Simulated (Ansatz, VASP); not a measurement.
**Cross-check of Si11P2O27 (phosphorus-doped silica glass) between VASP and Ansatz**

Wanted: the spread between two codes on one cell, functional and k mesh. Of the first pair: The structure shown is the start of the Ansatz relaxation below; VASP solves that cell, so the two are compared at the walk's first step.

Program: Ansatz 0.2.0. Level of theory: plane waves, with VASP 6.6.1 beside it; single point at PBE. Results are calculated unless marked as measured.

## (1) The structure

The cell holds 40 atoms: 2 P, 11 Si and 27 O. Its edges and angles: a = 8.073 Å, b = 8.073 Å, c = 8.073 Å, α = 90.0°, β = 90.0°, γ = 90.0°. As first built, before any earlier steps moved the atoms (in the runner's words): kind phosphorus-doped silica glass; units_of_the_quenched_model {'SiO2': 11, 'P2O5': 1}; melt_K 2200; rate_K_ps 100; atoms 40.

## (2) Ansatz: relaxation, PBE

Ansatz runs on its PAW soft_1 files.

The two programs are compared at the cell with which this relaxation starts, whose forces are those of its first step.

Input file input.yaml:

```yaml
crystal:
  lattice:
    - [8.0731652509, 0.0, 0.0]
    - [0.0, 8.0731652509, 0.0]
    - [0.0, 0.0, 8.0731652509]
  atoms:
    - { symbol: P, position: [0.569896, 0.136855, 0.370588] }
    - { symbol: P, position: [0.212343, 0.794189, 0.234784] }
    - { symbol: Si, position: [0.488366, 0.245098, 0.027348] }
    - { symbol: Si, position: [0.885183, 0.276132, 0.502529] }
    - { symbol: Si, position: [0.790073, 0.115715, 0.848041] }
    - { symbol: Si, position: [0.006409, 0.488243, 0.102275] }
    - { symbol: Si, position: [0.131614, 0.137044, 0.056646] }
    - { symbol: Si, position: [0.269451, 0.829429, 0.625272] }
    - { symbol: Si, position: [0.617128, 0.576251, 0.140068] }
    - { symbol: Si, position: [0.623737, 0.765811, 0.800155] }
    - { symbol: Si, position: [0.06524, 0.519877, 0.712931] }
    - { symbol: Si, position: [0.236985, 0.208007, 0.566805] }
    - { symbol: Si, position: [0.743826, 0.785786, 0.447835] }
    - { symbol: O, position: [0.721169, 0.249174, 0.392327] }
    - { symbol: O, position: [0.160008, 0.963795, 0.160505] }
    - { symbol: O, position: [0.913687, 0.852825, 0.402341] }
    - { symbol: O, position: [0.067058, 0.211871, 0.458671] }
    - { symbol: O, position: [0.020924, 0.498286, 0.902631] }
    - { symbol: O, position: [0.238159, 0.026128, 0.646903] }
    - { symbol: O, position: [0.928364, 0.456738, 0.579057] }
    - { symbol: O, position: [0.259263, 0.803526, 0.420102] }
    - { symbol: O, position: [0.4409, 0.788023, 0.718254] }
    - { symbol: O, position: [0.966278, 0.114542, 0.94645] }
    - { symbol: O, position: [0.816783, 0.475989, 0.141791] }
    - { symbol: O, position: [0.312328, 0.177709, 0.971399] }
    - { symbol: O, position: [0.093908, 0.650253, 0.189984] }
    - { symbol: O, position: [0.829298, 0.169673, 0.663669] }
    - { symbol: O, position: [0.100813, 0.316275, 0.146007] }
    - { symbol: O, position: [0.489389, 0.422648, 0.118168] }
    - { symbol: O, position: [0.615257, 0.96661, 0.436181] }
    - { symbol: O, position: [0.211722, 0.376452, 0.669339] }
    - { symbol: O, position: [0.638188, 0.65395, 0.957856] }
    - { symbol: O, position: [0.537957, 0.12666, 0.185908] }
    - { symbol: O, position: [0.655349, 0.667079, 0.314147] }
    - { symbol: O, position: [0.702629, 0.940317, 0.85674] }
    - { symbol: O, position: [0.725914, 0.720757, 0.634146] }
    - { symbol: O, position: [0.640184, 0.236976, 0.905181] }
    - { symbol: O, position: [0.140877, 0.698603, 0.695375] }
    - { symbol: O, position: [0.373364, 0.751993, 0.147966] }
    - { symbol: O, position: [0.414726, 0.20395, 0.458612] }
  symmetry: { detect: false }
kpoints:
  mp_grid: { grid: [2, 2, 2] }
scf:
  occupations: { method: fermi_dirac, width: 0.05 }
hamiltonian:
  xc: pbe
  pseudopotentials: { kind: paw, azcp: { folder: soft_1 } }
output:
  forces: true
  stress: true
relax:
  f_tol: 0.04
  max_steps: 100
  escape_saddle: false
  cell: { stress_tol: 0.4, fix: [] }
```

Run with:

```console
$ ansatz run input.yaml --threads 4 --pin off --max-ram 16384MiB --backend cpu --events-out ev --progress --plain --runs-dir out
```

Numbers of over 12 decimals in the logs are rounded to 6 here.

Log:

```text
Engine: ansatz 0.2.0, aarch64-unknown-linux-gnu
Pseudopotentials: kind: paw
Pseudopotential: P, paw, valence charge 5, recommended cutoff 420 eV (normal), soft_1/P.paw.azcp
Pseudopotential: Si, paw, valence charge 4, recommended cutoff 420 eV (normal), soft_1/Si.paw.azcp
Pseudopotential: O, paw, valence charge 6, recommended cutoff 420 eV (normal), soft_1/O.paw.azcp
Functional definition: PBE
  parameter kappa = 0.804
  parameter beta = 0.066725
  exchange = pbe_x(kappa = kappa, mu = beta*pi^2/3)
  correlation = pbe_c(beta = beta)
Crystal: 40 atoms, lattice volume = 526.177 Å³
Basis set: ecut = 420 eV, 10251 PW (Γ), exchange–correlation on 108×108×108 points (8 copies of the dense FFT grid, shifted against one another)
Bands: 148, of which v1, the nominal top of the filled ones, is band 108 counted from 1 (107 counted from 0)
Symmetry: 1 space group operations
k-points: 8
Non-local potential: P, projectors of the file, l = 0: 2, l = 1: 2, l = 2: 1
Non-local potential: Si, projectors of the file, l = 0: 2, l = 1: 2, l = 2: 1
Non-local potential: O, projectors of the file, l = 0: 2, l = 1: 2, l = 2: 1
PAW form: soft (Blöchl's): semilocal exchange-correlation on the pseudo side does not see the compensation charge
PAW one-centre angular grid: P, 110 points (default); XC on 64 Gauss nodes
PAW one-centre angular grid: Si, 110 points (default); XC on 64 Gauss nodes
PAW one-centre angular grid: O, 110 points (default); XC on 64 Gauss nodes
Initial density: superposition of atomic densities (chi_scale 0.1, normalization cell, long waves kept (reshape's long-wave potential 0.12 eV rms))
Initial wavefunctions: pseudopotential atomic-orbital guess
Functional: x = pbe(κ = 0.804, μ = 0.219515), c = pbe(β = 0.066725)
SCF iter   1: F=—  HF=-23882.746729 eV  |F-HF|=—  |Δ(HF+E_count)|=         —  Δρ=1.34e-1  dr2=8.72e1  ethr=3.10e-3  ⟨swp⟩=7.0  Hψ=6038  notcnv=0  defer=75
preconditioner: auto → Resta (q_TF=auto, 2.352 Å⁻¹)  ε∞=2.8  [insulator: Δε(μ)=5.574 eV  Ē_g=17.894 eV  σ=0.050 eV  W_gap=1.00  n_scr=122 (ndim 8)  ℏωp=23.8 eV  f_vac=0.087  D(μ)=0.00/eV (n_scr^D=0)  ε∞_Penn≈2.8]
SCF iter   2: F=—  HF=-23858.190864 eV  |F-HF|=—  |Δ(HF+E_count)|=    2.46e1  Δρ=4.44e-2  dr2=5.02e0  ethr=3.10e-3  ⟨swp⟩=4.9  Hψ=2990  notcnv=0  defer=279
SCF iter   3: F=—  HF=-23857.602789 eV  |F-HF|=—  |Δ(HF+E_count)|=   5.88e-1  Δρ=2.16e-2  dr2=1.57e0  ethr=2.33e-3  ⟨swp⟩=2.0  Hψ=1437  notcnv=0  defer=279
SCF iter   4: F=—  HF=-23857.582528 eV  |F-HF|=—  |Δ(HF+E_count)|=   2.03e-2  Δρ=8.16e-3  dr2=2.74e-1  ethr=7.28e-4  ⟨swp⟩=3.9  Hψ=1658  notcnv=0  defer=279
SCF iter   5: F=—  HF=-23857.532360 eV  |F-HF|=—  |Δ(HF+E_count)|=   5.02e-2  Δρ=1.71e-3  dr2=1.58e-2  ethr=1.27e-4  ⟨swp⟩=4.1  Hψ=2157  notcnv=0  defer=266
SCF iter   6: F=—  HF=-23857.545478 eV  |F-HF|=—  |Δ(HF+E_count)|=   1.31e-2  Δρ=7.59e-4  dr2=2.59e-3  ethr=7.32e-6  ⟨swp⟩=2.8  Hψ=1836  notcnv=0  defer=266
SCF iter   7: F=—  HF=-23857.545777 eV  |F-HF|=—  |Δ(HF+E_count)|=   2.99e-4  Δρ=3.10e-4  dr2=4.27e-4  ethr=1.20e-6  ⟨swp⟩=2.8  Hψ=1969  notcnv=0  defer=266
SCF iter   8: F=—  HF=-23857.545820 eV  |F-HF|=—  |Δ(HF+E_count)|=   4.31e-5  Δρ=7.67e-5  dr2=3.16e-5  ethr=1.98e-7  ⟨swp⟩=2.6  Hψ=1619  notcnv=0  defer=266
SCF iter   9: F=—  HF=-23857.546595 eV  |F-HF|=—  |Δ(HF+E_count)|=   7.74e-4  Δρ=5.91e-5  dr2=1.38e-5  ethr=1.46e-8  ⟨swp⟩=3.0  Hψ=2061  notcnv=0  defer=266
SCF iter  10: F=—  HF=-23857.546593 eV  |F-HF|=—  |Δ(HF+E_count)|=   1.06e-6  Δρ=1.25e-5  dr2=8.19e-7  ethr=6.38e-9  ⟨swp⟩=2.1  Hψ=1685  notcnv=0  defer=266
SCF iter  11: F=—  HF=-23857.546594 eV  |F-HF|=—  |Δ(HF+E_count)|=   5.64e-7  Δρ=4.40e-6  dr2=1.04e-7  ethr=3.79e-10  ⟨swp⟩=3.0  Hψ=1821  notcnv=0  defer=266
SCF iter  12: F=-23857.546594 eV  HF=-23857.546594 eV  |F-HF|=1.59e-8  |Δ(HF+E_count)|=   7.74e-8  Δρ=2.90e-6  dr2=3.41e-8  ethr=4.63e-11  ⟨swp⟩=5.0  Hψ=4094  notcnv=0
SCF 1 converged in 12 iterations: F = -23857.546594 eV  dr2 = 3.41e-8
  greatest PAW one-centre occupation: 0.868 electrons in one spin orbital (limit 2), on the O atom at site 15 (counted from 0), in its partial waves of l = 0
relax step   1: F+E_penalty+E_count = -23857.54659408 eV  Δ(F+E_penalty+E_count) = +0.000e0 eV  max|allowed force component| = 3.419e0 eV/Å  Δτ_max = 0.0000 Å  P = +4.473 GPa  Ω = 526.177 Å³  (12 SCF iters, dr2 threshold 1.00e-7 eV, accepted)
Crystal: 40 atoms, lattice volume = 532.444 Å³
Basis set: ecut = 420 eV, 10429 PW (Γ), exchange–correlation on 108×108×108 points (8 copies of the dense FFT grid, shifted against one another)
Initial density: handed on by an earlier stage of this run
Initial wavefunctions: those handed on with the density
iter 1 solved again at ethr=1.66e-4 eV; its pass at ethr=3.10e-3 eV (dr2=3.58e-1 eV) is discarded
SCF iter   1: F=—  HF=-23858.874020 eV  |F-HF|=—  |Δ(HF+E_count)|=         —  Δρ=1.03e-2  dr2=3.59e-1  ethr=1.66e-4  ⟨swp⟩=5.9  Hψ=7004  notcnv=0
[...]
iter 1 solved again at ethr=2.06e-7 eV; its pass at ethr=3.10e-3 eV (dr2=4.45e-4 eV) is discarded
SCF iter   1: F=—  HF=-23860.877099 eV  |F-HF|=—  |Δ(HF+E_count)|=         —  Δρ=5.79e-5  dr2=1.78e-6  ethr=2.06e-7  ⟨swp⟩=4.8  Hψ=11043  notcnv=0
[...]
SCF converged after 4 iterations
Free energy (F): -23860.877391 eV
Harris-Foulkes:  -23860.877391 eV  (|F-HF|=1.44e-9)
Internal energy: -23860.877391 eV  (E = F + TS)
E sigma→0 (E₀):  -23860.877391 eV
Fermi energy:    5.772889 eV
--- Per-component energies (eV) ---
  E_band       = -1049.056073
  E_kinetic    = 5268.788711
  E_local      = -14249.239646  (includes V_loc(G=0)·N_el)
  E_nonlocal   = 1708.596322
  E_hartree    = 5295.650630
  E_xc         = -2713.668163
  E_vxc        = -3132.783000  (∫ρ·V_xc dr)
  E_paw        = -11162.301609  (= ΣΔE_a)
  E_vpaw       = -1235.740094  (= ΣTr[D̂ρ^β])
  E_aug_tail   = 0.022063  (compensation charges beyond the density's cutoff)
  E_ewald      = -8008.725698
  E_smearing   = -0.000000  (= −TS)
  E_closure    = -0.000000  (closes the sum)
  Σ components = -23860.877391   (vs F -23860.877391, Δ=0.00e0)
--- Forces (eV/Å), atoms counted from 1 ---
  atom   1  P     -0.00674573    -0.01387452    -0.00131151
  atom   2  P      0.00472782    -0.01071311    -0.00995242
  atom   3  Si    -0.00072190    -0.00518282     0.00488311
  atom   4  Si    -0.00545663     0.01161765     0.00145513
  atom   5  Si    -0.00475519    -0.00442207    -0.00538417
  atom   6  Si    -0.00096897    -0.00253806    -0.00544492
  atom   7  Si    -0.00514541     0.00181974     0.00199677
  atom   8  Si     0.01213424    -0.00331450    -0.00530005
  atom   9  Si     0.00084862     0.00198084    -0.00129526
  atom  10  Si     0.00482651    -0.00458884    -0.01839835
  atom  11  Si    -0.01069853    -0.01875821    -0.00559822
  atom  12  Si     0.00193729     0.00079523    -0.00069842
  atom  13  Si    -0.02352678    -0.01778754     0.01326949
  atom  14  O      0.00551336     0.00273950     0.00398140
  atom  15  O      0.00225727     0.01078547    -0.00644225
  atom  16  O      0.00277593    -0.00157386     0.00135005
  atom  17  O      0.00536953    -0.00340470    -0.00411866
  atom  18  O     -0.00213870    -0.00234246     0.02068553
  atom  19  O     -0.00210501     0.00077489    -0.00014631
  atom  20  O      0.00445976    -0.00465995    -0.00146273
  atom  21  O     -0.00151035     0.00329386    -0.00478559
  atom  22  O      0.00885338    -0.00082292     0.00371632
  atom  23  O      0.00686186    -0.00261376    -0.00069107
  atom  24  O      0.01244348     0.00847557    -0.00316673
[...]
atom  33  O     -0.00161250     0.00598055     0.00341140
  atom  34  O      0.00905172     0.00555311     0.01546046
  atom  35  O      0.00627684     0.01479250     0.00473516
  atom  36  O      0.01121336     0.01275342    -0.00616154
  atom  37  O      0.00503756    -0.00187538    -0.00060433
  atom  38  O     -0.00748543     0.00998544     0.00100708
  atom  39  O     -0.01279936     0.00701228     0.00981176
  atom  40  O      0.00511246     0.00177377     0.00276765
  max |Σ_I F_I| component: 5.04e-5 eV/Å
--- Stress (GPa, compression-positive) ---
       -0.042126       0.001479      -0.013995
        0.001480      -0.025294      -0.022707
       -0.013994      -0.022704      -0.014298
  P = ⅓ Tr σ = -0.0272 GPa (-0.272 kbar)
--- Relaxed structure (14 steps of the walk, 14 accepted, 2 SCFs on fresh bases) ---
  F+E_penalty+E_count = -23860.87739056 eV   max|allowed force component| = 2.353e-2 eV/Å   (the final SCF, on the basis selected at the relaxed cell)
  cell:  # Å, volume = 530.1742 Å³
    - [8.063628, -0.070569, -0.262100]
    - [-0.070569, 7.948420, -0.312327]
    - [-0.262100, -0.312327, 8.293554]
  atoms:
    - { symbol: P, position: [0.560303, 0.136465, 0.388549] }
    - { symbol: P, position: [0.221418, 0.810207, 0.232049] }
    - { symbol: Si, position: [0.493019, 0.217679, 0.043659] }
    - { symbol: Si, position: [0.881964, 0.271161, 0.552993] }
    - { symbol: Si, position: [0.798096, 0.075845, 0.858774] }
    - { symbol: Si, position: [0.026581, 0.502304, 0.095389] }
    - { symbol: Si, position: [0.132498, 0.145394, 0.090321] }
    - { symbol: Si, position: [0.265616, 0.846362, 0.614196] }
    - { symbol: Si, position: [0.646971, 0.564988, 0.085004] }
    - { symbol: Si, position: [0.617009, 0.740441, 0.750830] }
    - { symbol: Si, position: [0.098003, 0.528521, 0.723741] }
    - { symbol: Si, position: [0.228720, 0.218501, 0.554421] }
    - { symbol: Si, position: [0.724280, 0.792709, 0.421296] }
    - { symbol: O, position: [0.706165, 0.266658, 0.435362] }
    - { symbol: O, position: [0.152394, 0.997067, 0.220249] }
    - { symbol: O, position: [0.898507, 0.877771, 0.437952] }
    - { symbol: O, position: [0.046326, 0.220898, 0.456288] }
    - { symbol: O, position: [0.087571, 0.521254, 0.916052] }
    - { symbol: O, position: [0.232998, 0.047703, 0.647342] }
    - { symbol: O, position: [0.921236, 0.463326, 0.629359] }
    - { symbol: O, position: [0.278875, 0.802772, 0.417102] }
    - { symbol: O, position: [0.433975, 0.819613, 0.724810] }
    - { symbol: O, position: [0.961142, 0.099551, 0.983822] }
    - { symbol: O, position: [0.828009, 0.470905, 0.091051] }
    - { symbol: O, position: [0.302972, 0.153167, 0.991613] }
    - { symbol: O, position: [0.069895, 0.679310, 0.207835] }
    - { symbol: O, position: [0.847112, 0.156802, 0.696811] }
    - { symbol: O, position: [0.115637, 0.338963, 0.171599] }
    - { symbol: O, position: [0.506343, 0.415740, 0.103578] }
    - { symbol: O, position: [0.582611, 0.966277, 0.456445] }
    - { symbol: O, position: [0.245003, 0.395013, 0.669252] }
    - { symbol: O, position: [0.613798, 0.612921, 0.896303] }
    - { symbol: O, position: [0.549645, 0.110421, 0.202897] }
    - { symbol: O, position: [0.655427, 0.699309, 0.242968] }
    - { symbol: O, position: [0.759113, 0.877809, 0.825664] }
    - { symbol: O, position: [0.660717, 0.675183, 0.566208] }
    - { symbol: O, position: [0.627378, 0.167071, 0.913398] }
    - { symbol: O, position: [0.130871, 0.719426, 0.679472] }
    - { symbol: O, position: [0.349941, 0.773157, 0.117166] }
    - { symbol: O, position: [0.396610, 0.220574, 0.443168] }
```

## (3) VASP: single point, PBE, start cell, pair 1

The same cell, functional, mesh and smearing now go to VASP, with its own data sets.

Lines of VASP's logs that name or quote its potential files are left out, and so is its time.

Input file INCAR:

```
SYSTEM = Si11P2O27
PREC = Accurate
ENCUT = 520
EDIFF = 1E-06
NELM = 120
ISMEAR = -1
SIGMA = 0.05
LREAL = Auto
ALGO = Normal
GGA = PE
NBANDS = 136
LORBIT = 11
LWAVE = .FALSE.
LCHARG = .FALSE.
ISIF = 2
LASPH = .TRUE.
GGA_COMPAT = .FALSE.
EFERMI = MIDGAP
KPAR = 4
```

Input file POSCAR:

```
Si11P2O27
1.0
    8.0731650000      0.0000000000      0.0000000000
    0.0000000000      8.0731650000      0.0000000000
    0.0000000000      0.0000000000      8.0731650000
P Si O
2 11 27
Direct
    0.5698960693      0.1368550005      0.3705879912
    0.2123429906      0.7941890200      0.2347840035
    0.4883659630      0.2450980501      0.0273480104
    0.8851830726      0.2761319755      0.5025290577
    0.7900730383      0.1157149643      0.8480410099
    0.0064090106      0.4882429630      0.1022750061
    0.1316140572      0.1370440218      0.0566460614
    0.2694509526      0.8294289786      0.6252719968
    0.6171279789      0.5762510738      0.1400679907
    0.6237370350      0.7658110543      0.8001550817
    0.0652399647      0.5198770247      0.7129310500
    0.2369849991      0.2080070208      0.5668049643
    0.7438259964      0.7857859960      0.4478350189
    0.7211690830      0.2491740228      0.3923270489
    0.1600080018      0.9637949924      0.1605049569
    0.9136870112      0.8528250073      0.4023409654
    0.0670579630      0.2118710568      0.4586710417
    0.0209240118      0.4982859882      0.9026310004
    0.2381590120      0.0261280427      0.6469030424
    0.9283640307      0.4567379708      0.5790570365
    0.2592630028      0.8035260025      0.4201020294
    0.4409000683      0.7880230368      0.7182539933
    0.9662780335      0.1145419423      0.9464499982
    0.8167830089      0.4759890328      0.1417909828
    0.3123280646      0.1777089902      0.9713990733
    0.0939080274      0.6502530296      0.1899839778
    0.8292980510      0.1696729845      0.6636690815
    0.1008130021      0.3162749677      0.1460070493
    0.4893889819      0.4226479949      0.1181680295
    0.6152569655      0.9666099974      0.4361809773
    0.2117220446      0.3764519863      0.6693389767
    0.6381879969      0.6539499688      0.9578560577
    0.5379570466      0.1266599902      0.1859080051
    0.6553490484      0.6670790204      0.3141470539
    0.7026290185      0.9403170875      0.8567400765
    0.7259140622      0.7207569770      0.6341459638
    0.6401839923      0.2369759568      0.9051810535
    0.1408769671      0.6986029643      0.6953749861
    0.3733639781      0.7519930535      0.1479660084
    0.4147260709      0.2039499998      0.4586119570
```

Input file KPOINTS:

```
Automatic mesh
0
Gamma
2 2 2
0 0 0
```

Potentials, in the order of the species: P, Si and O (PBE family, release 64).

Run with:

```console
$ mpirun -np 4 vasp_std
```

Log:

```text
[banner, memory and clock lines left out]
running    4 mpi-ranks, on    1 nodes
[...]
LDA part: xc-table for (Slater+PW92), standard interpolation
 POSCAR, INCAR and KPOINTS ok, starting setup
[...]
entering main loop
       N       E                     dE             d eps       ncg     rms          rms(c)
DAV:   1     0.147125738566E+04    0.14713E+04   -0.11415E+05  2176   0.147E+03
DAV:   2    -0.228259215592E+03   -0.16995E+04   -0.16623E+04  2656   0.345E+02
DAV:   3    -0.346406748979E+03   -0.11815E+03   -0.11757E+03  2600   0.977E+01
DAV:   4    -0.348307602906E+03   -0.19009E+01   -0.18949E+01  2664   0.131E+01
[...]
DAV:  15    -0.302983434973E+03    0.52189E-05   -0.30391E-05  2440   0.188E-02    0.246E-02
DAV:  16    -0.302983432750E+03    0.22235E-05   -0.15230E-05  2584   0.168E-02    0.506E-03
DAV:  17    -0.302983433098E+03   -0.34793E-06   -0.55618E-06  2608   0.860E-03
   1 F= -.30298343E+03 E0= -.30298343E+03  d E =-.460704E-12
```

OUTCAR, selected parts (step 3):

```text
  Total        8.0887809     13.6654710     20.7959191      4.6595366     -4.0635131     -8.3816224
  in kB       24.6298727     41.6105736     63.3223778     14.1880210    -12.3731638    -25.5215584
  external PRESSURE =      43.1876080 kB  Pullay stress =       0.0000000 kB

 POSITION                                       TOTAL-FORCE (eV/Angst)
 -----------------------------------------------------------------------------------
      4.60087      1.10485      2.99182         0.399243     -2.631117      0.565919
      1.71428      6.41162      1.89545         3.345704     -1.407954     -1.435279
      3.94266      1.97872      0.22079         0.246965      0.684320      1.377107
      7.14623      2.22926      4.05700         0.920432     -0.508806      2.994879
      6.37839      0.93419      6.84637         0.290125     -0.265439     -0.413606
      0.05174      3.94167      0.82568         0.055131      0.287033     -0.547767
      1.06254      1.10638      0.45731        -0.284826      0.568030      0.341495
      2.17532      6.69612      5.04792         0.532712      0.359277     -1.156004
      4.98218      4.65217      1.13079         2.053652     -0.178206      0.449301
      5.03553      6.18252      6.45978        -0.177856      1.474206     -1.498054
      0.52669      4.19705      5.75561         0.679228     -2.147720     -0.655188
      1.91322      1.67928      4.57591        -0.927511     -0.017829     -0.615067
      6.00503      6.34378      3.61545        -0.086495      1.363840     -0.977026
      5.82212      2.01162      3.16732         0.010779      1.611547     -0.981522
[...]
-----------------------------------------------------------------------------------
    total drift:                                0.008359      0.001594      0.009928

  FREE ENERGIE OF THE ION-ELECTRON SYSTEM (eV)
  ---------------------------------------------------
  free  energy   TOTEN  =      -302.9834330978 eV

  energy  without entropy=     -302.9834330978  energy(sigma->0) =     -302.98343310

[... 3 further parts left out ...]
[key lines of the parts left out:]
E-fermi :   4.3965
```

The run ends at a pressure of 4.32 GPa, with forces up to 3.9 eV/Å.

(Continued in part 2 of 2.)

[Lines on the potential files, build, host, timing and source positions are cut from VASP's logs without a mark.]

[Logs are printed without paths, hosts, clocks, repeated set-up lines and the standing remarks that a program may print on its own settings, such as how far it seeks lower states.]

[Hosts, paths, dates, database ids (printed as entryN), source tags and the programs' standing remarks are cut or masked in the printed files.]
